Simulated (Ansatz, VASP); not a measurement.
# Cross-check of PtSe2 between VASP and Ansatz, part 2 of 2

One calculation is typed for both programs; each brings its own data sets and cutoff. How far apart do they land?

VASP 6.6.1 and Ansatz 0.2.0.

So far: The starting structure; VASP: G0W0 gap, PBE.

In doubt: GW ran without a cut-off Coulomb interaction for the vacuum, so the values of those runs are not to be relied on.

## Step 3: Ansatz: G0W0 gap, PBE

Level of this step: Ansatz beside VASP: Kohn-Sham DFT, plane waves, PBE, G0W0 (Ansatz).

Ansatz runs on its default PAW (the set named soft_2) files.

The same cell, functional and mesh now go to Ansatz, which takes its cutoff from its data sets.

Input file input.yaml:

```yaml
crystal:
  lattice:
    - [3.85274258, 0.0, 0.0]
    - [-1.92637129, 3.3365729485, 0.0]
    - [0.0, 0.0, 11.0]
  atoms:
    - { symbol: Pt, position: [0.0, 0.0, 0.5] }
    - { symbol: Se, position: [0.3333333333, 0.6666666667, 0.6137002491] }
    - { symbol: Se, position: [0.6666666667, 0.3333333333, 0.3862997509] }
hamiltonian:
  xc: pbe
  pseudopotentials: { kind: paw }
kpoints:
  mp_grid: { grid: [9, 9, 1] }
scf:
  occupations: { method: fixed }
gw:
  n_empty_bands: 269
  ecut_chi: 90.0
  qp_bands: [v2, c2]
  qp_kpoints: band_edges
  screening: { model: contour_deformation }
```

Started as:

```console
ansatz run input.yaml --threads 4 --pin off --max-ram 9216MiB --backend cpu --events-out ev --progress --plain --runs-dir out
```

Numbers of over 12 decimals in the logs are rounded to 6 here.

Log:

```text
Engine: ansatz 0.2.0, aarch64-unknown-linux-gnu
Pseudopotentials: kind: paw
Pseudopotential: Pt, paw, valence charge 18, recommended cutoff 420 eV (normal), Pt.paw.azcp
Pseudopotential: Se, paw, valence charge 16, recommended cutoff 420 eV (normal), Se.paw.azcp
Functional definition: PBE
  parameter kappa = 0.804
  parameter beta = 0.066725
  exchange = pbe_x(kappa = kappa, mu = beta*pi^2/3)
  correlation = pbe_c(beta = beta)
Crystal: 3 atoms, lattice volume = 141.405 Å³
Basis set: ecut = 420 eV, 2785 PW (Γ)
Bands: 30, of which v1, the nominal top of the filled ones, is band 25 counted from 1 (24 counted from 0)
Symmetry: 12 space group operations
Space group: P-3m1 (ITA 164), of the structure as read, at distance tolerance 5.2e-5 Å
k-points: 12 of 81
Non-local potential: Pt, projectors of the file, l = 0: 3, l = 1: 2, l = 2: 2, l = 3: 1
Non-local potential: Se, projectors of the file, l = 0: 2, l = 1: 2, l = 2: 3, l = 3: 1
PAW form: soft (Blöchl's): semilocal exchange-correlation on the pseudo side does not see the compensation charge
PAW one-centre angular grid: Pt, 590 points (default); XC on 64 Gauss nodes
PAW one-centre angular grid: Se, 590 points (default); XC on 64 Gauss nodes
Initial density: superposition of atomic densities (neutral atoms: chi_scale 0, normalization atom), corrected by the library's trained network
Initial wavefunctions: pseudopotential atomic-orbital guess
Functional: x = pbe(κ = 0.804, μ = 0.219515), c = pbe(β = 0.066725)
SCF iter   1: F=—  HF=-23462.307114 eV  |F-HF|=—  |Δ(HF+E_count)|=         —  Δρ=2.01e-3  dr2=5.28e-3  ethr=1.77e-3  ⟨swp⟩=5.0  Hψ=1292  notcnv=0  defer=34
preconditioner: auto → Resta (q_TF=auto, 2.294 Å⁻¹)  ε∞=3.5  [insulator: Δε(μ)=1.263 eV  Ē_g=9.193 eV  n_scr=38 (ndim 8)  ℏωp=14.6 eV  f_vac=0.521  ε∞_Penn≈3.5  vacuum switching on, ρ_ref=6.1e-3 e/Å³]
SCF iter   2: F=—  HF=-23462.306546 eV  |F-HF|=—  |Δ(HF+E_count)|=   5.68e-4  Δρ=1.00e-3  dr2=1.66e-3  ethr=1.06e-5  ⟨swp⟩=2.0  Hψ=612  notcnv=0  defer=36
SCF iter   3: F=—  HF=-23462.306542 eV  |F-HF|=—  |Δ(HF+E_count)|=   4.65e-6  Δρ=5.62e-4  dr2=4.76e-4  ethr=3.33e-6  ⟨swp⟩=2.0  Hψ=471  notcnv=0  defer=36
SCF iter   4: F=—  HF=-23462.306560 eV  |F-HF|=—  |Δ(HF+E_count)|=   1.86e-5  Δρ=8.58e-5  dr2=1.07e-5  ethr=9.52e-7  ⟨swp⟩=2.0  Hψ=501  notcnv=0  defer=36
SCF iter   5: F=—  HF=-23462.306563 eV  |F-HF|=—  |Δ(HF+E_count)|=   2.58e-6  Δρ=3.17e-5  dr2=1.54e-6  ethr=2.14e-8  ⟨swp⟩=2.7  Hψ=627  notcnv=0  defer=36
SCF iter   6: F=—  HF=-23462.306564 eV  |F-HF|=—  |Δ(HF+E_count)|=   1.07e-6  Δρ=9.46e-6  dr2=1.76e-7  ethr=3.07e-9  ⟨swp⟩=2.1  Hψ=591  notcnv=0  defer=36
SCF iter   7: F=-23462.306564 eV  HF=-23462.306564 eV  |F-HF|=2.63e-9  |Δ(HF+E_count)|=   1.20e-7  Δρ=2.56e-6  dr2=1.12e-8  ethr=2.00e-10  ⟨swp⟩=10.1  Hψ=1255  notcnv=0
SCF 1 converged in 7 iterations: F = -23462.306564 eV  dr2 = 1.12e-8
  greatest PAW one-centre occupation: 1.000 electrons in one spin orbital (limit 2), on the Pt atom at site 0 (counted from 0), in its partial waves of l = 0
NSCF: frozen V_eff on 12 k-points
G₀W₀ screening: q 1/12
G₀W₀ screening: q 2/12 (q-point 7)
G₀W₀ screening: q 3/12 (q-point 8)
G₀W₀ screening: q 4/12 (q-point 11)
G₀W₀ screening: q 5/12 (q-point 2)
G₀W₀ screening: q 6/12 (q-point 3)
G₀W₀ screening: q 7/12 (q-point 4)
G₀W₀ screening: q 8/12 (q-point 5)
G₀W₀ screening: q 9/12 (q-point 6)
G₀W₀ screening: q 10/12 (q-point 9)
G₀W₀ screening: q 11/12 (q-point 10)
G₀W₀ screening: q 12/12
G₀W₀ self-energy: k 1/10
G₀W₀ self-energy: k 2/10
G₀W₀ self-energy: k 3/10
G₀W₀ self-energy: k 4/10
G₀W₀ self-energy: k 5/10
G₀W₀ self-energy: k 6/10
G₀W₀ self-energy: k 7/10
G₀W₀ self-energy: k 8/10
G₀W₀ self-energy: k 9/10
G₀W₀ self-energy: k 10/10
NSCF: frozen V_eff on 1 k-points
NSCF: frozen V_eff on 1 k-points
[...]
SCF converged after 7 iterations
Free energy (F): -23462.306564 eV
Harris-Foulkes:  -23462.306564 eV  (|F-HF|=2.63e-9)
Internal energy: -23462.306564 eV  (E = F + TS)
E sigma→0 (E₀):  -23462.306564 eV
Fermi energy:    2.005181 eV
--- Per-component energies (eV) ---
  E_band       = -1461.538714
  E_kinetic    = 870.470381
  E_local      = -20249.111641  (includes V_loc(G=0)·N_el)
  E_nonlocal   = -990.650502
  E_hartree    = 9629.011339
  E_xc         = -468.540819
  E_vxc        = -496.942305  (∫ρ·V_xc dr)
  E_paw        = -13277.854314  (= ΣΔE_a)
  E_vpaw       = 146.674382  (= ΣTr[D̂ρ^β])
  E_aug_tail   = -0.000989  (compensation charges beyond the density's cutoff)
  E_ewald      = 1024.369981
  E_smearing   = -0.000000  (= −TS)
  E_closure    = 0.000000  (closes the sum)
  Σ components = -23462.306564   (vs F -23462.306564, Δ=0.00e0)
--- Band table (eV; the first three rows and the last of 12) ---
  k-point 0: bands = [... 21 lower, 0.9027, 1.5248, 1.7765, 1.7765, 4.7425, 4.7425, 6.1794, 7.3386, ... 1 higher]
  k-point 1: bands = [... 21 lower, 0.4243, 1.7314, 1.7578, 1.8073, 4.0519, 4.5827, 6.5966, 7.9239, ... 1 higher]
  k-point 2: bands = [... 21 lower, -0.0826, 1.5057, 1.5135, 2.0032, 3.2430, 4.4086, 7.3511, 7.5371, ... 1 higher]
  k-point 11: bands = [... 21 lower, -0.4714, 0.0078, 0.9527, 0.9527, 3.7250, 3.7250, 8.0509, 10.2470, ... 1 higher]
--- G₀W₀: contour deformation, 7 samples at zero and on the imaginary axis and 1 off it, 81 q-points, 269 empty bands' worth ---
  eigenvalues of the whole cell's RPA ε∞ on this k-mesh (on a slab, of 1 + 4πα/V) = 1.7045, 10.3496, 10.3496; static W/v taken at q = 0 is 0.876026
  bands read: the sum over 294 bands ends inside a degenerate multiplet in 1 slot, whose members it reads at an even weight; the widest, k=11: bands 294 to 295 (counted from 1) at 1/2 each
  gw.qp_kpoints: band_edges: 10 of 12 stored k-points solved, in 1 pass; an edge of the gap read off the rows below is read off those points alone
    valence top: of the k-points left out ik 7 came nearest to being solved in a further pass, in band 25 (counted from 1, as in the quasiparticle table): it holds the edge there only if its correction is more favourable than any solved in that band by at least 0.528 eV; those differ by 0.078 eV
    conduction bottom: of the k-points left out ik 7 came nearest to being solved in a further pass, in band 26 (counted from 1, as in the quasiparticle table): it holds the edge there only if its correction is more favourable than any solved in that band by at least 0.588 eV; those differ by 0.062 eV
    ik  band        ε_KS         Σx   Σc(E_QP)       V_xc       Z   E_QP_lin       E_QP  E_QP is
     0    24      1.7765   -17.4165     1.2341   -15.8408  0.7093     1.4301     1.4350  root
     0    25      1.7765   -17.4165     1.2341   -15.8408  0.7093     1.4301     1.4350  root
     0    26      4.7425   -17.3307    -3.0716   -20.8105  0.6721     5.1646     5.1507  root
     0    27      4.7425   -17.3307    -3.0716   -20.8105  0.6721     5.1646     5.1507  root
     1    24      1.7578   -18.4212     1.4532   -16.6324  0.7095     1.4176     1.4223  root
     1    25      1.8073   -20.1253     1.9682   -17.8297  0.7013     1.4752     1.4799  root
     1    26      4.0519   -16.5862    -2.6188   -19.5735  0.7036     4.4285     4.4205  root
     1    27      4.5827   -16.9016    -3.0664   -20.3768  0.6767     5.0013     4.9916  root
     2    24      1.5135   -20.3068     1.9781   -18.0003  0.7053     1.1802     1.1851  root
     2    25      2.0032   -16.7124     1.3012   -15.0504  0.6952     1.6367     1.6426  root
     2    26      3.2430   -16.3161    -2.3006   -18.9627  0.7197     3.5930     3.5890  root
     2    27      4.4086   -16.3360    -3.1160   -19.8583  0.6832     4.8250     4.8149  root
     3    24      0.9177   -21.4955     2.5260   -18.6471  0.6895     0.5884     0.5954  root
     3    25      1.5640   -18.8185     1.8930   -16.5831  0.6874     1.2151     1.2216  root
     3    26      3.5773   -16.3515    -2.5594   -19.2628  0.7028     3.9345     3.9292  root
     3    27      4.4593   -16.3536    -3.1740   -19.9320  0.6779     4.8740     4.8637  root
     5    24      1.6536   -22.6992     2.6272   -19.7621  0.6956     1.3392     1.3437  root
     5    25      2.0052   -16.3699     1.2345   -14.7790  0.6939     1.6431     1.6488  root
     5    26      3.5443   -16.3408    -2.4664   -19.1689  0.7153     3.9109     3.9059  root
     5    27      4.1644   -15.9363    -2.9102   -19.2297  0.6965     4.5556     4.5476  root
     6    24      1.1720   -22.7550     2.8083   -19.6415  0.6853     0.8613     0.8668  root
     6    25      1.9367   -18.4776     1.5951   -16.5429  0.6984     1.5920     1.5971  root
     6    26      3.4789   -16.0092    -2.5667   -18.9314  0.7093     3.8394     3.8343  root
     6    27      4.0017   -15.7349    -2.9056   -19.0187  0.7001     4.3875     4.3799  root
[...]
10    24      0.7097   -22.7914     3.1792   -19.3112  0.6627     0.4019     0.4087  root
    10    25      1.2479   -23.0487     2.8854   -19.8567  0.6853     0.9361     0.9415  root
    10    26      3.6671   -15.6603    -2.7960   -18.8211  0.7056     4.0376     4.0318  root
    10    27      3.9684   -16.1977    -3.1317   -19.7292  0.6886     4.3774     4.3682  root
    11    24      0.9527   -24.9874     3.4778   -21.2263  0.6730     0.6642     0.6694  root
    11    25      0.9527   -24.9874     3.4778   -21.2263  0.6730     0.6642     0.6694  root
    11    26      3.7250   -15.7129    -2.9547   -19.0476  0.7000     4.1116     4.1049  root
    11    27      3.7250   -15.7129    -2.9547   -19.0476  0.7000     4.1116     4.1049  root
```

It took 2.4 min on 4 threads of Arm Neoverse V1, shared host; peak memory 1.1 GiB.

In the SCF lines HF is the Harris–Foulkes energy and dr2 the Hartree energy of the density residual, in eV; the loop may stop once dr2 is under the threshold and the program's other checks hold. Hψ counts applications of the Hamiltonian.

## Step 4: Differences

Known differences besides the potentials themselves: the two programs' PAW sets differ in cores and partial waves; the data sets hold 50 valence electrons in Ansatz (default PAW (the set named soft_2) files) and 22 in VASP; the cutoff is 420 eV in Ansatz and 300 eV in VASP; Ansatz integrates over frequency by contour deformation, VASP on a grid of NOMEGA points. Total energies have different zeros and are not compared.

Both answers:

| quantity | Ansatz | VASP | difference |
| --- | --- | --- | --- |
| G0W0 gap on the mesh (eV) | 1.95 | 1.86 | +0.09 |
| PBE gap under it (eV) | 1.24 | 1.23 | +0.01 |

## Step 5: What came out

```yaml
difference_in_g0w0_gap_on_the_mesh_g0w0_gap_pbe: 0.090 eV
```

What this shows: The difference in G0W0 gap on the mesh is 0.090 eV (G0W0 gap, PBE), within the 0.15 eV picked in this series as the mark of a large difference. How closely two codes agree says nothing of how well the functional describes the real material.

[Lines on the potential files, build, host, timing and source positions are cut from VASP's logs without a mark.]

[Logs are printed without paths, hosts, clocks, repeated set-up lines and the standing remarks that a program may print on its own settings, such as how far it seeks lower states.]

[Hosts, paths, dates, database ids (printed as entryN), source tags and the programs' standing remarks are cut or masked in the printed files.]
